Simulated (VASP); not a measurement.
Crystal: Ga.

```
Ga
1.0
     2.26150   -3.83050    0.00000
     2.26150    3.83050    0.00000
     0.00000    0.00000    4.52400
Ga
4
Direct
  0.34510 0.65490 0.58100
  0.65490 0.34510 0.41900
  0.84510 0.15490 0.91900
  0.15490 0.84510 0.08100
```

```yaml
Program: VASP 6.6.1
Task: relaxation of cell and atoms
Functional: PBE
Potentials_or_basis: VASP PAW PBE potentials, release 64 (Ga_d)
Cutoff: 600 eV
k_mesh: 6 × 6 × 4
Occupations: gaussian, width 0.05 eV
Spin: no spin polarisation
```

At the start: pressure 2.0 GPa; volume 19.59 Å³/atom.

Task: Where does the relaxation end?

Result: Over 8 steps the energy falls by 5.3 meV/atom and the volume is 20.35 Å³/atom (+3.9 %); space group Cmce (No. 64, to 0.05 Å).

The path:
```csv
step,energy change (eV),largest force (eV/Å),pressure (GPa),volume (Å³)
1,0.0000,0.1358,2.05,78.38
2,-0.0207,0.0318,0.50,81.26
3,-0.0194,0.0097,-0.56,82.14
4,-0.0205,0.0218,-0.20,81.67
5,-0.0207,0.0253,-0.06,81.55
6,-0.0207,0.0270,-0.09,81.49
7,-0.0207,0.0303,0.04,81.37
8,-0.0213,0.0259,-0.03,81.41
```

Final structure:
```xyz
4
Lattice="2.2850 -3.8793 0.0000 2.2850 3.8793 0.0000 0.0000 0.0000 4.5920" Properties=species:S:1:pos:R:3 pbc="T T T"
Ga    2.2850    1.2095    2.6709
Ga    2.2850   -1.2095    1.9211
Ga    2.2850   -2.6697    4.2171
Ga    2.2850    2.6697    0.3749
```
